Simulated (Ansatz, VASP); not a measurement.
# H146C36O37: VASP beside Ansatz

Aim: how closely do two programs agree when they are given the same cell, functional and k mesh? The cell is taken from a series of runs on this material, whose earlier steps may have relaxed, scaled, displaced or heated it; both programs get it as it stands.

Program: Ansatz 0.2.0. Level of theory: plane waves, with VASP 6.6.1 beside it; single point at LDA. Results are calculated unless marked as measured.

## Step 1: The starting structure

The cell holds 219 atoms: 36 C, 37 O and 146 H. Its edges and angles: a = 13.685 Å, b = 13.685 Å, c = 13.685 Å, α = 90.0°, β = 90.0°, γ = 90.0°.

## Step 2: Ansatz: single point, LDA

Ansatz runs on its default PAW (the set named soft_2) files.

With cell and atoms fixed, the geometry can't cause a difference; cores, projectors, grids and the points listed under the comparison can.

Contents of input.yaml:

```yaml
crystal:
  lattice:
    - [13.68526, 0.0, 0.0]
    - [0.0, 13.68526, 0.0]
    - [0.0, 0.0, 13.68526]
  atoms:
    - { symbol: C, position: [0.14627, 0.58683, 0.39975] }
    - { symbol: C, position: [0.15561, 0.69912, 0.39262] }
    - { symbol: O, position: [0.14579, 0.73221, 0.29401] }
    - { symbol: C, position: [0.18774, 0.82497, 0.28505] }
    - { symbol: C, position: [0.15878, 0.8629, 0.18214] }
    - { symbol: H, position: [0.07755, 0.55918, 0.37512] }
    - { symbol: H, position: [0.14798, 0.57002, 0.47459] }
    - { symbol: H, position: [0.20518, 0.55519, 0.3572] }
    - { symbol: H, position: [0.09783, 0.73526, 0.43618] }
    - { symbol: H, position: [0.23146, 0.72578, 0.42136] }
    - { symbol: H, position: [0.1729, 0.87648, 0.34478] }
    - { symbol: H, position: [0.26756, 0.81341, 0.28434] }
    - { symbol: H, position: [0.20052, 0.9283, 0.1648] }
    - { symbol: H, position: [0.16533, 0.79891, 0.1401] }
    - { symbol: H, position: [0.07861, 0.87896, 0.18072] }
    - { symbol: C, position: [0.28994, 0.6608, 0.6587] }
    - { symbol: C, position: [0.26188, 0.56187, 0.69832] }
    - { symbol: O, position: [0.31716, 0.50543, 0.63048] }
    - { symbol: C, position: [0.29641, 0.40395, 0.6494] }
    - { symbol: C, position: [0.36186, 0.35114, 0.58121] }
    - { symbol: H, position: [0.24461, 0.66929, 0.5945] }
    - { symbol: H, position: [0.36506, 0.66311, 0.65087] }
    - { symbol: H, position: [0.26849, 0.71837, 0.71237] }
    - { symbol: H, position: [0.28726, 0.55374, 0.7707] }
    - { symbol: H, position: [0.18418, 0.54262, 0.69438] }
    - { symbol: H, position: [0.30942, 0.38118, 0.72443] }
    - { symbol: H, position: [0.22258, 0.38801, 0.62647] }
    - { symbol: H, position: [0.43635, 0.37421, 0.58452] }
    - { symbol: H, position: [0.35637, 0.27566, 0.59326] }
    - { symbol: H, position: [0.32612, 0.35896, 0.50803] }
[... 183 atom lines left out ...]
    - { symbol: O, position: [0.28788, 0.24464, 0.87467] }
    - { symbol: H, position: [0.22578, 0.23873, 0.91273] }
    - { symbol: H, position: [0.34489, 0.2377, 0.91985] }
    - { symbol: O, position: [0.06119, 0.67556, 0.74438] }
    - { symbol: H, position: [0.06326, 0.69179, 0.8156] }
    - { symbol: H, position: [0.09391, 0.72866, 0.70633] }
kpoints:
  mp_grid: { grid: [1, 1, 1] }
hamiltonian:
  xc: lda
scf:
  occupations: { method: gaussian, width: 0.05 }
output:
  forces: true
  stress: true
  populations: true
  dos:
    method: { smearing: { sigma: 0.15 } }
    de: 0.1
    projected: { site_lists: { C: [C], H: [H], O: [O] } }
  eigenvalues: true
  write_density: true
  write_potential: true
  volumetric_format: npy
```

The run is started by

```bash
$ ansatz run input.yaml --threads 8 --pin off --max-ram 15872MiB --backend cpu --events-out ev --progress --plain --runs-dir out
```

Numbers of over 12 decimals in the logs are rounded to 6 here.

Output:

```text
Engine: ansatz 0.2.0, x86_64-unknown-linux-gnu
Pseudopotentials: kind: paw
Pseudopotential: C, paw, valence charge 4, recommended cutoff 420 eV (normal), C.paw.azcp
Pseudopotential: O, paw, valence charge 6, recommended cutoff 420 eV (normal), O.paw.azcp
Pseudopotential: H, paw, valence charge 1, recommended cutoff 420 eV (normal), H.paw.azcp
Functional definition: SPW92
  exchange = slater_x
  correlation = pw_c
Crystal: 219 atoms, lattice volume = 2563.062 Å³
Basis set: ecut = 420 eV, 50061 PW (Γ)
Bands: 475, of which v1, the nominal top of the filled ones, is band 256 counted from 1 (255 counted from 0)
Symmetry: 1 space group operations
Space group: P1 (ITA 1), of the structure as read, at distance tolerance 1.4e-4 Å
k-points: 1
Non-local potential: C, projectors of the file, l = 0: 2, l = 1: 2, l = 2: 1
Non-local potential: O, projectors of the file, l = 0: 2, l = 1: 2, l = 2: 1
Non-local potential: H, projectors of the file, l = 0: 2, l = 1: 1
PAW form: soft (Blöchl's): semilocal exchange-correlation on the pseudo side does not see the compensation charge
PAW frozen core: C, regenerated for the run's functional, and the local potential with it (the file was generated under x = pbe(κ = 0.804, μ = 0.219515), c = pbe(β = 0.066725))
PAW frozen core: O, regenerated for the run's functional, and the local potential with it (the file was generated under x = pbe(κ = 0.804, μ = 0.219515), c = pbe(β = 0.066725))
PAW one-centre angular grid: C, 110 points (default); XC on 64 Gauss nodes
PAW one-centre angular grid: O, 110 points (default); XC on 64 Gauss nodes
PAW one-centre angular grid: H, 110 points (default); XC on 64 Gauss nodes
Initial density: superposition of atomic densities (neutral atoms: chi_scale 0, normalization atom), corrected by the library's trained network
Initial wavefunctions: pseudopotential atomic-orbital guess
Functional: x = slater, c = lda
SCF iter   1: F=—  HF=-31577.950066 eV  |F-HF|=—  |Δ(HF+E_count)|=         —  Δρ=8.38e-3  dr2=1.51e0  ethr=1.77e-3  ⟨swp⟩=6.0  Hψ=2226  notcnv=0  defer=82
preconditioner: auto → Resta (q_TF=auto, 2.086 Å⁻¹)  ε∞=2.1  [insulator: Δε(μ)=3.937 eV  Ē_g=15.393 eV  σ=0.050 eV  W_gap=1.00  n_scr=388 (ndim 8)  ℏωp=16.3 eV  f_vac=0.334  D(μ)=0.00/eV (n_scr^D=0)  ε∞_Penn≈2.1]
SCF iter   2: F=—  HF=-31577.535091 eV  |F-HF|=—  |Δ(HF+E_count)|=   4.15e-1  Δρ=3.57e-3  dr2=2.55e-1  ethr=2.96e-4  ⟨swp⟩=2.0  Hψ=681  notcnv=0  defer=212
SCF iter   3: F=—  HF=-31577.488331 eV  |F-HF|=—  |Δ(HF+E_count)|=   4.68e-2  Δρ=1.53e-3  dr2=6.37e-2  ethr=4.99e-5  ⟨swp⟩=2.0  Hψ=526  notcnv=0  defer=212
SCF iter   4: F=—  HF=-31577.482034 eV  |F-HF|=—  |Δ(HF+E_count)|=   6.30e-3  Δρ=4.69e-4  dr2=7.02e-3  ethr=1.24e-5  ⟨swp⟩=2.0  Hψ=523  notcnv=0  defer=212
SCF iter   5: F=—  HF=-31577.483859 eV  |F-HF|=—  |Δ(HF+E_count)|=   1.83e-3  Δρ=1.79e-4  dr2=1.17e-3  ethr=1.37e-6  ⟨swp⟩=2.0  Hψ=802  notcnv=0  defer=212
SCF iter   6: F=—  HF=-31577.484831 eV  |F-HF|=—  |Δ(HF+E_count)|=   9.72e-4  Δρ=1.17e-4  dr2=2.79e-4  ethr=2.29e-7  ⟨swp⟩=2.0  Hψ=519  notcnv=0  defer=212
SCF iter   7: F=—  HF=-31577.484893 eV  |F-HF|=—  |Δ(HF+E_count)|=   6.16e-5  Δρ=2.43e-5  dr2=1.97e-5  ethr=5.45e-8  ⟨swp⟩=2.0  Hψ=518  notcnv=0  defer=212
SCF iter   8: F=—  HF=-31577.485214 eV  |F-HF|=—  |Δ(HF+E_count)|=   3.22e-4  Δρ=8.83e-6  dr2=2.31e-6  ethr=3.85e-9  ⟨swp⟩=2.0  Hψ=518  notcnv=0  defer=212
SCF iter   9: F=—  HF=-31577.485219 eV  |F-HF|=—  |Δ(HF+E_count)|=   4.31e-6  Δρ=6.22e-6  dr2=8.83e-7  ethr=4.51e-10  ⟨swp⟩=2.0  Hψ=519  notcnv=0  defer=212
SCF iter  10: F=-31577.485219 eV  HF=-31577.485219 eV  |F-HF|=1.77e-7  |Δ(HF+E_count)|=   5.24e-7  Δρ=1.32e-6  dr2=6.28e-8  ethr=1.95e-11  ⟨swp⟩=19.0  Hψ=4309  notcnv=0
SCF 1 converged in 10 iterations: F = -31577.485219 eV  dr2 = 6.28e-8
  greatest PAW one-centre occupation: 0.862 electrons in one spin orbital (limit 2), on the O atom at site 17 (counted from 0), in its partial waves of l = 0
SCF converged after 10 iterations
Free energy (F): -31577.485219 eV
Harris-Foulkes:  -31577.485219 eV  (|F-HF|=1.77e-7)
Internal energy: -31577.485219 eV  (E = F + TS)
E sigma→0 (E₀):  -31577.485219 eV
Fermi energy:    -0.545996 eV
--- Per-component energies (eV) ---
  E_band       = -4820.492141
  E_kinetic    = 11685.598419
  E_local      = -44676.110883  (includes V_loc(G=0)·N_el)
  E_nonlocal   = 3111.080069
  E_hartree    = 16993.295554
  E_xc         = -5614.975341
  E_vxc        = -7172.709322  (∫ρ·V_xc dr)
  E_paw        = -8845.643679  (= ΣΔE_a)
  E_vpaw       = -1754.845063  (= ΣTr[D̂ρ^β])
  E_aug_tail   = -0.087901  (compensation charges beyond the density's cutoff)
  E_ewald      = -4236.489522
  E_core_change = 5.848065  (= ΣΔE_core)
  E_smearing   = -0.000000  (= −TS)
  E_closure    = 0.000000  (closes the sum)
  Σ components = -31577.485219   (vs F -31577.485219, Δ=0.00e0)
--- Forces (eV/Å), atoms counted from 1 ---
[...]
--- Löwdin populations: 219 sites ---
  site symbol       q [e]
     0      C      4.5214
     1      C      4.0632
     2      O      6.3153
     3      C      4.0823
     4      C      4.4967
     5      H      0.7794
     6      H      0.7810
     7      H      0.7767
     8      H      0.8196
     9      H      0.8476
    10      H      0.8159
    11      H      0.8239
    12      H      0.7860
    13      H      0.7920
    14      H      0.8184
    15      C      4.4927
    16      C      4.0806
    17      O      6.3332
    18      C      4.0970
    19      C      4.4939
    20      H      0.8162
    21      H      0.7592
    22      H      0.8253
    23      H      0.8146
[...]
211      H      0.6101
   212      H      0.6016
   213      O      6.7035
   214      H      0.5970
   215      H      0.6037
   216      O      6.6909
   217      H      0.6021
   218      H      0.6062
  spilling = 0.012135 (of n_electrons = 512.000000)
```

## Step 3: VASP: single point, LDA

The same cell, functional (in two slightly different forms), mesh and smearing now go to VASP, with its own data sets.

Lines of VASP's logs that name or quote its potential files are left out, and so is its time.

Contents of INCAR:

```
SYSTEM = H146C36O37
PREC = Accurate
ENCUT = 600
EDIFF = 1E-06
NELM = 120
ISMEAR = 0
SIGMA = 0.05
LREAL = Auto
ALGO = Normal
GGA = CA
NBANDS = 409
LORBIT = 11
LWAVE = .FALSE.
LCHARG = .FALSE.
ISIF = 2
LASPH = .TRUE.
GGA_COMPAT = .FALSE.
EFERMI = MIDGAP
```

Contents of POSCAR:

```
H146C36O37
1.0
   13.6852600000      0.0000000000      0.0000000000
    0.0000000000     13.6852600000      0.0000000000
    0.0000000000      0.0000000000     13.6852600000
C O H
36 37 146
Direct
    0.1462700000      0.5868300000      0.3997500000
    0.1556100000      0.6991200000      0.3926200000
    0.1877400000      0.8249700000      0.2850500000
    0.1587800000      0.8629000000      0.1821400000
    0.2899400000      0.6608000000      0.6587000000
    0.2618800000      0.5618700000      0.6983200000
    0.2964100000      0.4039500000      0.6494000000
    0.3618600000      0.3511400000      0.5812100000
    0.9165100000      0.8550800000      0.8712800000
    0.8370400000      0.9301200000      0.8473200000
    0.8194400000      0.0628500000      0.7365800000
    0.7275300000      0.0231300000      0.6805400000
    0.7890100000      0.3261300000      0.9553900000
    0.8433400000      0.3313100000      0.8581600000
    0.8166700000      0.4171700000      0.7115200000
    0.7618800000      0.4149700000      0.6158200000
    0.0949400000      0.2214800000      0.1551300000
    0.0380800000      0.1650700000      0.2338200000
    0.9009400000      0.0743200000      0.1814700000
    0.8717400000      0.9679200000      0.1701100000
    0.0865400000      0.2512000000      0.5292900000
    0.0440200000      0.1574300000      0.5621300000
    0.0841500000      0.0158400000      0.6506900000
    0.1650400000      0.9405200000      0.6527700000
    0.5620700000      0.5465400000      0.4111800000
    0.5506500000      0.6439000000      0.3689600000
    0.5664500000      0.8017800000      0.4300800000
    0.6246200000      0.8653400000      0.4930100000
    0.6472600000      0.2105900000      0.2492100000
    0.7047700000      0.2989800000      0.2890800000
[... 183 atom lines left out ...]
    0.8805700000      0.6141000000      0.5839800000
    0.9621400000      0.6078300000      0.6708400000
    0.2257800000      0.2387300000      0.9127300000
    0.3448900000      0.2377000000      0.9198500000
    0.0632600000      0.6917900000      0.8156000000
    0.0939100000      0.7286600000      0.7063300000
```

Contents of KPOINTS:

```
Automatic mesh
0
Gamma
1 1 1
0 0 0
```

The projector-augmented-wave data sets are C, O and H (LDA family, release 64).

The run is started by

```bash
$ export OMP_NUM_THREADS=3
$ mpirun -np 1 vasp_gam
```

Output:

```text
[banner, memory and clock lines left out]
running    1 mpi-ranks, on    1 nodes
[...]
Offloading initialized ...    1 GPUs detected
[...]
LDA part: xc-table for (Slater(with rela. corr.)+CA(PZ))
 , standard interpolation
 POSCAR, INCAR and KPOINTS ok, starting setup
[...]
entering main loop
       N       E                     dE             d eps       ncg     rms          rms(c)
DAV:   1     0.401132356680E+04    0.40113E+04   -0.27195E+05   834   0.126E+03
DAV:   2    -0.740405645206E+03   -0.47517E+04   -0.44837E+04  1043   0.280E+02
DAV:   3    -0.130073817738E+04   -0.56033E+03   -0.55570E+03  1020   0.991E+01
DAV:   4    -0.131438076690E+04   -0.13643E+02   -0.13593E+02  1044   0.174E+01
[...]
DAV:  18    -0.118290756667E+04   -0.90373E-05   -0.19046E-05   988   0.130E-02    0.489E-03
DAV:  19    -0.118290756919E+04   -0.25148E-05   -0.12974E-05  1020   0.763E-03    0.368E-03
DAV:  20    -0.118290756979E+04   -0.60612E-06   -0.15350E-06   804   0.349E-03
   1 F= -.11829076E+04 E0= -.11829076E+04  d E =0.000000E+00
```

From OUTCAR (step 3):

```text
  FREE ENERGIE OF THE ION-ELECTRON SYSTEM (eV)
  ---------------------------------------------------
  free  energy   TOTEN  =     -1182.9075697937 eV

  energy  without entropy=    -1182.9075697937  energy(sigma->0) =    -1182.90756979
```

The run ends at a pressure of -0.86 GPa, with forces up to 5.2 eV/Å.

## Step 4: Comparison

Known differences besides the potentials themselves: the two LDA forms differ slightly; the cutoff is 420 eV in Ansatz and 600 eV in VASP (PREC = Accurate, projectors in real space); VASP's log shows a relativistic correction to its local exchange, Ansatz's none. Total energies have different zeros and are not compared.

Both answers:

```csv
quantity,Ansatz,VASP,difference
pressure (GPa),-1.00,-0.86,-0.13
gap on the k mesh (eV),3.833,3.823,+0.010
```

Forces on 10 of the 219 atoms, those with the largest forces and the largest differences (eV/Å; atoms numbered as in POSCAR):

```csv
atom,"Ansatz x, y, z","VASP x, y, z"
C4,"-1.205, 0.393, 2.889","-1.194, 0.400, 2.873"
C5,"-3.688, 0.521, 2.163","-3.666, 0.536, 2.147"
C10,"2.070, -2.309, -4.281","2.036, -2.370, -4.176"
C21,"-0.483, 1.002, 3.102","-0.469, 1.016, 3.085"
C36,"1.495, -2.482, 1.238","1.490, -2.456, 1.255"
O38,"-0.856, -2.032, 1.572","-0.718, -1.971, 1.429"
O44,"0.706, 0.768, 0.851","0.671, 0.790, 0.646"
O45,"-1.446, 0.754, -0.299","-1.260, 0.695, -0.409"
H126,"-1.650, 0.677, -2.676","-1.664, 0.694, -2.701"
H163,"-2.143, 2.664, -0.609","-2.160, 2.691, -0.613"
```

The forces differ by 65 meV/Å r.m.s., which is 7.9 % of the r.m.s. force of 0.817 eV/Å (both taken over all components). A gap on the mesh is an upper bound, since the band edges may lie between its points.

## Step 5: Summary of results

```json
{
 "r.m.s. force difference (single point, LDA)": "7.9 % of the r.m.s. force"
}
```

The r.m.s. force difference is 7.9 % of the r.m.s. force (single point, LDA), beyond the 3 % picked in this series as the mark of a large difference. What causes the difference of the single point, LDA pair stays open here. How closely two codes agree says nothing of how well the functional describes the real material.

[Lines on the potential files, build, host, timing and source positions are cut from VASP's logs without a mark.]

[Logs are printed without paths, hosts, clocks, repeated set-up lines and the standing remarks that a program may print on its own settings, such as how far it seeks lower states.]

[Hosts, paths, dates, database ids (printed as entryN), source tags and the programs' standing remarks are cut or masked in the printed files.]
